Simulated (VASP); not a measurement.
All values below come from PBEsol GGA, VASP's PBE PAW potentials (set 64) (plane waves; VASP).

Input for VASP

KPOINTS:
```
Automatic mesh
0
Gamma
11 11 4
0 0 0
```

**INCAR**
```
PREC=Accurate
ENCUT=400   ! plane-wave cut-off (eV)
LWAVE=.False.
ISMEAR=1
ISIF=3   ! ions, shape and volume
ALGO=Normal   ! blocked Davidson
SYSTEM=VGe
EDIFF=1E-6
NELM=100   ! most electronic steps
SIGMA=0.1   ! width (eV)
GGA=PS   ! PBEsol
LREAL=.False.
NSW=60   ! most ionic steps
LCHARG=.False.
LMAXMIX=4
EDIFFG=-0.02   ! ionic stop
LASPH=.True.   ! aspherical one-centre terms
IBRION=2   ! conjugate gradients
```

**POSCAR**
```
VGe
1.0
  2.8829882760   0.0000000000   0.0000000000
 -1.4414941380   2.4967410465   0.0000000000
  0.0000000000   0.0000000000   7.7741568655
V Ge
2 2
direct
  0.0000000000   1.0000000000   0.0000000000
  0.0000000000   1.0000000000   0.5000000000
  0.3333330000   0.6666670000   0.2500000000
  0.6666670000   0.3333330000   0.7500000000
```

POTCAR, in this order: V_sv Ge_d (PBE.64 set). Program: vasp_std.

Problem. What does the run give for the energy per atom (σ→0), volume per atom, band gap (on the k-mesh)?

Solution. 
| Quantity | Result |
|---|---|
| energy per atom (σ→0) | -7.517 eV/atom |
| band gap (on the k-mesh) | none (metal, semimetal or under 0.01 eV) |
| volume per atom | 13.95 Å^3/atom |

### OSZICAR
```
...
DAV:   1    -0.300697315924E+02   -0.28803E-02   -0.76417E-02  3456   0.299E+00    0.390E-01
DAV:   2    -0.300677247874E+02    0.20068E-02   -0.43110E-03  3432   0.675E-01    0.177E-01
DAV:   3    -0.300671688715E+02    0.55592E-03   -0.16743E-03  3856   0.323E-01    0.975E-02
DAV:   4    -0.300670382206E+02    0.13065E-03   -0.56003E-04  3824   0.169E-01    0.292E-02
DAV:   5    -0.300670309153E+02    0.73053E-05   -0.44618E-05  3600   0.628E-02    0.699E-03
DAV:   6    -0.300670322772E+02   -0.13620E-05   -0.31123E-06  2648   0.138E-02    0.315E-03
DAV:   7    -0.300670324484E+02   -0.17119E-06   -0.33368E-07  1712   0.621E-03
   4 F= -.30067032E+02 E0= -.30066572E+02  d E =-.181670E-03
```

The structure was generated: VGe was put into the NiAs type (P6_3/mmc), which need not be its known phase. This run relaxes it. Symmetry was kept, so distortions that lower it aren't found. The start is the result of an earlier pass. The run is not spin-polarised, so no magnetic state was tried.
